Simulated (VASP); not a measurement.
Method: LDA (Ceperley-Alder, Perdew-Zunger), VASP's LDA PAW potentials (set 64) (plane waves; VASP).

VASP input:

File KPOINTS:
```
Automatic mesh
0
G
  11 11 11
```

POSCAR:
```
LiCl
1
    0.0000000000     2.1488124782     2.1488124782
    2.1488124782    -0.0000000000     2.1488124782
    2.1488124782     2.1488124782    -0.0000000000
Li Cl
1 1
Direct
  0.0000000000   0.0000000000   0.0000000000
  0.5000000000   0.5000000000   0.5000000000
```

INCAR:
```
SIGMA = 0.05   ! width (eV)
ENCUT = 620   ! plane-wave cut-off (eV)
EDIFF = 1E-6
PREC = Accurate
EDIFFG = -0.02
LASPH = T
LCHARG = F
IBRION = 2   ! conjugate gradients
SYSTEM = LiCl
LREAL = F   ! projection in real space or not
PSTRESS = 450   ! kbar
NSW = 40   ! most ionic steps
LWAVE = F
NELM = 100   ! most electronic steps
ISMEAR = 0
ISIF = 3   ! ions, shape and volume
ALGO = Normal
```

POTCAR, in this order: Li_sv Cl (LDA.64 set). Program: vasp_std.

What will the output report for the number of irreducible k-points (NKPTS), largest plane-wave count, number of space-group operations, FFT grid (NGX, NGY, NGZ)?

```json
{
 "number of irreducible k-points (NKPTS)": "56",
 "largest_plane_wave_count": "725",
 "number_of_space_group_operations": "48",
 "FFT grid (NGX, NGY, NGZ)": "28 × 28 × 28"
}
```

The compound is LiCl in the rock salt structure. It was relaxed first under an external pressure of 45 GPa.
